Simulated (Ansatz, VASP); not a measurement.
## Cross-check of Ta2Se between VASP and Ansatz

Aim: how closely do two programs agree when they are given the same cell, functional and k mesh? The cell is taken from a series of runs on this material, whose earlier steps may have relaxed, scaled, displaced or heated it; both programs get it as it stands.

Method: plane waves, with VASP 6.6.1 beside it; zone-centre phonons at LDA, in Ansatz 0.2.0.

**1. The structure**

The structure is tetragonal, space group P4/nmm (No. 129). The conventional cell has a = 3.335 Å, b = 3.335 Å, c = 9.688 Å, α = 90.00°, β = 90.00°, γ = 90.00°. Nearest to Ta lie 4 Se at 2.64 Å and 4 Ta at 2.86 Å. Nearest to Ta lie 8 Ta at 2.79 to 2.86 Å and 1 Se at 2.81 Å. Nearest to Se lie 5 Ta at 2.64 to 2.81 Å. Farther neighbours and most contacts between anions are not listed.

**2. VASP: zone-centre phonons, LDA**

Second derivatives magnify differences that forces hide, and they need a tight electronic threshold.

Lines of VASP's logs that name or quote its potential files are left out, and so is its time.

File INCAR:

```
SYSTEM = Ta2Se
PREC = Accurate
ENCUT = 500
EDIFF = 1E-08
NELM = 120
ISMEAR = 1
SIGMA = 0.2
LREAL = .FALSE.
ALGO = Normal
GGA = CA
NBANDS = 34
LASPH = .TRUE.
LORBIT = 11
LWAVE = .FALSE.
LCHARG = .FALSE.
ISIF = 2
IBRION = 8
GGA_COMPAT = .FALSE.
KPAR = 2
```

File POSCAR:

```
Ta2Se
1.0
    3.3346626346      0.0000000000      0.0000000000
    0.0000000000      3.3346626346      0.0000000000
    0.0000000000      0.0000000000      9.6875265435
Ta Se
4 2
Direct
    0.5000000000      0.0000000000      0.7561768598
    0.0000000000      0.5000000000      0.2438231402
    0.5000000000      0.0000000000      0.0766340488
    0.0000000000      0.5000000000      0.9233659512
    0.5000000000      0.0000000000      0.3665291662
    0.0000000000      0.5000000000      0.6334708338
```

File KPOINTS:

```
Automatic mesh
0
Gamma
12 12 4
0 0 0
```

Potentials, in the order of the species: Ta_pv and Se (LDA family, release 64).

Started as:

```
$ mpirun -np 2 vasp_std
```

Numbers of over 12 decimals in the logs are rounded to 6 here.

The log of the run:

```text
[banner, memory and clock lines left out]
running    2 mpi-ranks, on    1 nodes
 distrk:  each k-point on    1 cores,    2 groups
 distr:  one band on    1 cores,    1 groups

 POSCAR found type information on POSCAR TaSe
 POSCAR found :  2 types and       6 ions
 LDA part: xc-table for (Slater(with rela. corr.)+CA(PZ))
 , standard interpolation
 POSCAR, INCAR and KPOINTS ok, starting setup
 FFT: planning ... GRIDC
 FFT: planning ... GRID_SOFT
 FFT: planning ... GRID
 WAVECAR not read
 entering main loop
       N       E                     dE             d eps       ncg     rms          rms(c)
DAV:   1     0.508984830299E+03    0.50898E+03   -0.29987E+04  5720   0.160E+03
DAV:   2    -0.390958573040E+02   -0.54808E+03   -0.53948E+03  6544   0.448E+02
DAV:   3    -0.659565212212E+02   -0.26861E+02   -0.26471E+02  7424   0.848E+01
DAV:   4    -0.665196172955E+02   -0.56310E+00   -0.55767E+00  7216   0.118E+01
DAV:   5    -0.665337591543E+02   -0.14142E-01   -0.14099E-01  7724   0.153E+00    0.310E+01
DAV:   6    -0.637637693307E+02    0.27700E+01   -0.26969E+01  7566   0.316E+01    0.151E+01
DAV:   7    -0.634040202505E+02    0.35975E+00   -0.19561E+01  7716   0.169E+01    0.850E+00
DAV:   8    -0.625399453751E+02    0.86407E+00   -0.55980E+00  7570   0.140E+01    0.952E-01
DAV:   9    -0.625547709146E+02   -0.14826E-01   -0.26873E-01  6770   0.296E+00    0.544E-01
DAV:  10    -0.625541803326E+02    0.59058E-03   -0.10782E-02  7804   0.546E-01    0.220E-01
DAV:  11    -0.625537427590E+02    0.43757E-03   -0.16194E-03  7684   0.229E-01    0.745E-02
DAV:  12    -0.625537177097E+02    0.25049E-04   -0.15745E-04  7354   0.802E-02    0.219E-02
DAV:  13    -0.625537174377E+02    0.27202E-06   -0.11738E-05  7074   0.202E-02    0.635E-03
DAV:  14    -0.625537173356E+02    0.10212E-06   -0.70952E-07  7346   0.479E-03    0.309E-03
DAV:  15    -0.625537172837E+02    0.51932E-07   -0.44592E-07  7534   0.353E-03    0.850E-04
DAV:  16    -0.625537172836E+02    0.70031E-10   -0.47016E-08  6668   0.133E-03
   1 F= -.62553717E+02 E0= -.62554922E+02  d E =0.361405E-02
 Linear response reoptimize wavefunctions to high precision
DAV:   1    -0.625537172823E+02    0.13270E-08   -0.68364E-09  4898   0.526E-04
DAV:   2    -0.625537172823E+02   -0.68212E-10   -0.60184E-10  4016   0.142E-04
 Linear response DOF=           6
 Linear response progress:
  Degree of freedom:   1/  6
       N       E                     dE             d eps       ncg     rms          rms(c)
RMM:   1    -0.145124409992E+00   -0.14512E+00    0.12475E+01 12543   0.198E+01
RMM:   2    -0.178026616187E+00   -0.32902E-01   -0.42821E-02 19174   0.119E+00    0.134E-01
RMM:   3    -0.178119564686E+00   -0.92948E-04   -0.79568E-03 22006   0.260E-01    0.764E-02
RMM:   4    -0.177983948099E+00    0.13562E-03   -0.10005E-03 24490   0.104E-01    0.259E-02
RMM:   5    -0.177925175973E+00    0.58772E-04   -0.11295E-04 24479   0.264E-02    0.110E-02
RMM:   6    -0.177880202112E+00    0.44974E-04   -0.18417E-05 24690   0.113E-02    0.183E-03
RMM:   7    -0.177879777991E+00    0.42412E-06   -0.11214E-05 24808   0.472E-03    0.110E-03
RMM:   8    -0.177881071024E+00   -0.12930E-05   -0.79736E-06 25016   0.285E-03    0.589E-04
RMM:   9    -0.177881924905E+00   -0.85388E-06   -0.28608E-06 26459   0.190E-03    0.355E-04
RMM:  10    -0.177883126013E+00   -0.12011E-05   -0.34195E-06 25870   0.136E-03    0.176E-04
RMM:  11    -0.177883603276E+00   -0.47726E-06   -0.95153E-07 26494   0.109E-03    0.362E-05
RMM:  12    -0.177883807803E+00   -0.20453E-06   -0.17891E-06 27101   0.930E-04    0.198E-05
RMM:  13    -0.177883780603E+00    0.27200E-07   -0.49635E-07 27836   0.848E-04    0.128E-05
RMM:  14    -0.177883908626E+00   -0.12802E-06   -0.10149E-06 27626   0.794E-04    0.588E-06
[...]
RMM:  18    -0.177883992251E+00   -0.25413E-07   -0.49914E-07 29140   0.708E-04    0.219E-06
RMM:  19    -0.177883981529E+00    0.10722E-07   -0.32793E-07 28567   0.701E-04    0.290E-06
RMM:  20    -0.177883970479E+00    0.11050E-07   -0.41943E-07 29050   0.696E-04    0.572E-06
RMM:  21    -0.177883984396E+00   -0.13917E-07   -0.35382E-07 29445   0.693E-04    0.430E-06
RMM:  22    -0.177883989776E+00   -0.53798E-08   -0.38558E-07 28402   0.689E-04    0.477E-06
RMM:  23    -0.177883984690E+00    0.50857E-08   -0.36590E-07 27820   0.687E-04    0.533E-06
RMM:  24    -0.177883989200E+00   -0.45104E-08   -0.34738E-07 27869   0.686E-04    0.548E-06
RMM:  25    -0.177883989376E+00   -0.17575E-09   -0.34787E-07 29258   0.685E-04    0.548E-06
 first order change of Fermi-energy  -0.19433E-03
 force on displaced ion       1 direction 1 :  -8.566   0.000   0.011
 Linear response progress:
  Degree of freedom:   2/  6
[...]
RMM:  37    -0.223906974704E+00   -0.37936E-09   -0.82965E-07 13275   0.694E-04    0.677E-07
RMM:  38    -0.223906974120E+00    0.58354E-09   -0.96792E-07 13259   0.694E-04    0.120E-06
RMM:  39    -0.223906973849E+00    0.27141E-09   -0.94335E-07 13299   0.694E-04    0.683E-07
RMM:  40    -0.223906972612E+00    0.12366E-08   -0.86413E-07 13286   0.694E-04    0.119E-06
RMM:  41    -0.223906971266E+00    0.13460E-08   -0.86140E-07 13315   0.694E-04    0.746E-07
RMM:  42    -0.223906971446E+00   -0.17975E-09   -0.91153E-07 13313   0.694E-04    0.118E-06
RMM:  43    -0.223906969486E+00    0.19596E-08   -0.97856E-07 13317   0.694E-04    0.743E-07
RMM:  44    -0.223906970242E+00   -0.75573E-09   -0.91589E-07 13306   0.694E-04    0.118E-06
RMM:  45    -0.223906968117E+00    0.21255E-08   -0.87247E-07 13322   0.694E-04    0.815E-07
RMM:  46    -0.223906969290E+00   -0.11732E-08   -0.90633E-07 13318   0.694E-04    0.120E-06
RMM:  47    -0.223906967277E+00    0.20132E-08   -0.81843E-07 13337   0.694E-04    0.814E-07
RMM:  48    -0.223906967678E+00   -0.40133E-09   -0.86035E-07 13394   0.694E-04    0.119E-06
RMM:  49    -0.223906965182E+00    0.24961E-08   -0.80379E-07 13350   0.694E-04    0.789E-07
RMM:  50    -0.223906967361E+00   -0.21788E-08   -0.90014E-07 13335   0.694E-04    0.119E-06
[...]
RMM:  61    -0.223906958586E+00    0.35980E-08   -0.76189E-07 13345   0.694E-04    0.846E-07
RMM:  62    -0.223906961898E+00   -0.33122E-08   -0.82924E-07 13342   0.694E-04    0.110E-06
RMM:  63    -0.223906957886E+00    0.40117E-08   -0.79895E-07 13354   0.694E-04    0.828E-07
RMM:  64    -0.223906960650E+00   -0.27641E-08   -0.80405E-07 13476   0.694E-04    0.105E-06
RMM:  65    -0.223906957584E+00    0.30664E-08   -0.70180E-07 13549   0.694E-04    0.788E-07
RMM:  66    -0.223906960896E+00   -0.33124E-08   -0.81441E-07 13350   0.694E-04    0.831E-07
RMM:  67    -0.223906956842E+00    0.40545E-08   -0.74859E-07 13340   0.694E-04    0.847E-07
RMM:  68    -0.223906962863E+00   -0.60212E-08   -0.88276E-07 14069   0.694E-04    0.803E-07
 first order change of Fermi-energy  -0.10255E+00
 force on displaced ion       3 direction 3 :   0.000   0.000 -19.276
 Linear response progress:
  Degree of freedom:   5/  6
       N       E                     dE             d eps       ncg     rms          rms(c)
RMM:   1    -0.786162801319E-01   -0.78616E-01    0.72323E-02 26123   0.103E+00
RMM:   2    -0.776057497662E-01    0.10105E-02   -0.46277E-03 20343   0.215E-01    0.997E-02
RMM:   3    -0.777512911320E-01   -0.14554E-03   -0.54020E-04 20797   0.727E-02    0.565E-02
RMM:   4    -0.779825372008E-01   -0.23125E-03   -0.15228E-04 21905   0.441E-02    0.112E-02
RMM:   5    -0.779720219255E-01    0.10515E-04   -0.18072E-05 21571   0.143E-02    0.534E-03
RMM:   6    -0.779717133219E-01    0.30860E-06   -0.18065E-06 22813   0.484E-03    0.344E-03
RMM:   7    -0.779723915849E-01   -0.67826E-06   -0.13431E-07 22525   0.219E-03    0.951E-04
RMM:   8    -0.779721580559E-01    0.23353E-06   -0.10230E-06 23016   0.101E-03    0.207E-04
RMM:   9    -0.779724177562E-01   -0.25970E-06    0.39797E-07 23773   0.492E-04    0.127E-04
RMM:  10    -0.779727490169E-01   -0.33126E-06    0.26366E-07 24216   0.357E-04    0.429E-05
RMM:  11    -0.779728097103E-01   -0.60693E-07    0.59887E-07 25643   0.284E-04    0.109E-05
RMM:  12    -0.779727724974E-01    0.37213E-07    0.38256E-07 25775   0.259E-04    0.472E-06
RMM:  13    -0.779727711226E-01    0.13748E-08    0.21792E-07 26534   0.251E-04    0.174E-06
RMM:  14    -0.779727726996E-01   -0.15770E-08    0.29496E-07 26191   0.249E-04    0.122E-06
[...]
RMM:  39    -0.779727734756E-01    0.11969E-09    0.26750E-07 23454   0.247E-04    0.130E-07
RMM:  40    -0.779727731576E-01    0.31796E-09    0.23697E-07 23503   0.247E-04    0.163E-07
RMM:  41    -0.779727735197E-01   -0.36208E-09    0.28940E-07 23461   0.247E-04    0.132E-07
RMM:  42    -0.779727733944E-01    0.12531E-09    0.24480E-07 23478   0.247E-04    0.164E-07
RMM:  43    -0.779727733650E-01    0.29404E-10    0.27342E-07 23469   0.247E-04    0.135E-07
RMM:  44    -0.779727736285E-01   -0.26351E-09    0.25673E-07 23482   0.247E-04    0.161E-07
RMM:  45    -0.779727733897E-01    0.23881E-09    0.26647E-07 23464   0.247E-04    0.127E-07
RMM:  46    -0.779727734578E-01   -0.68125E-10    0.25914E-07 23478   0.247E-04    0.151E-07
 first order change of Fermi-energy   0.11901E-03
 force on displaced ion       5 direction 1 :  -7.291   0.000  -0.004
 Linear response progress:
  Degree of freedom:   6/  6
       N       E                     dE             d eps       ncg     rms          rms(c)
RMM:   1    -0.112001440323E+00   -0.11200E+00    0.10554E-01 12209   0.107E+00
RMM:   2    -0.109661459653E+00    0.23400E-02   -0.53605E-03  9263   0.256E-01    0.172E-01
RMM:   3    -0.109774133055E+00   -0.11267E-03   -0.58872E-04  9698   0.751E-02    0.112E-01
RMM:   4    -0.109850042147E+00   -0.75909E-04   -0.33872E-04 10117   0.455E-02    0.718E-02
RMM:   5    -0.109885277620E+00   -0.35235E-04   -0.13162E-04  9719   0.376E-02    0.694E-03
RMM:   6    -0.109873469766E+00    0.11808E-04   -0.10807E-05 10079   0.114E-02    0.428E-03
RMM:   7    -0.109865836456E+00    0.76333E-05   -0.84644E-06  9878   0.541E-03    0.167E-03
RMM:   8    -0.109866587364E+00   -0.75091E-06   -0.46407E-06 10299   0.214E-03    0.974E-04
RMM:   9    -0.109865188970E+00    0.13984E-05   -0.22768E-06 10354   0.115E-03    0.295E-04
RMM:  10    -0.109865566709E+00   -0.37774E-06   -0.30919E-06 10738   0.612E-04    0.134E-04
RMM:  11    -0.109865752608E+00   -0.18590E-06   -0.22707E-06 11850   0.383E-04    0.441E-05
RMM:  12    -0.109865773325E+00   -0.20718E-07   -0.23822E-06 11637   0.290E-04    0.201E-05
RMM:  13    -0.109865767464E+00    0.58613E-08   -0.23773E-06 12055   0.277E-04    0.576E-06
RMM:  14    -0.109865757541E+00    0.99236E-08   -0.29312E-06 11943   0.267E-04    0.300E-06
RMM:  15    -0.109865759070E+00   -0.15294E-08   -0.26064E-06 12293   0.265E-04    0.864E-07
RMM:  16    -0.109865759727E+00   -0.65691E-09   -0.26565E-06 11710   0.264E-04    0.753E-07
RMM:  17    -0.109865759726E+00    0.45732E-12   -0.27376E-06 10796   0.264E-04    0.351E-07
RMM:  18    -0.109865760688E+00   -0.96159E-09   -0.27138E-06 10608   0.263E-04    0.370E-07
RMM:  19    -0.109865761550E+00   -0.86204E-09   -0.27986E-06 10633   0.263E-04    0.243E-07
RMM:  20    -0.109865761371E+00    0.17903E-09   -0.26709E-06 10596   0.263E-04    0.272E-07
RMM:  21    -0.109865760791E+00    0.57968E-09   -0.26983E-06 10658   0.263E-04    0.228E-07
RMM:  22    -0.109865761526E+00   -0.73429E-09   -0.27565E-06 10654   0.263E-04    0.240E-07
 first order change of Fermi-energy   0.35671E-01
 force on displaced ion       5 direction 3 :   0.000   0.000  -9.406
 Linear response finished
```

(Continued in part 2 of 3.)

[Lines on the potential files, build, host, timing and source positions are cut from VASP's logs without a mark.]

[Logs are printed without paths, hosts, clocks, repeated set-up lines and the standing remarks that a program may print on its own settings, such as how far it seeks lower states.]

[Hosts, paths, dates, database ids (printed as entryN), source tags and the programs' standing remarks are cut or masked in the printed files.]
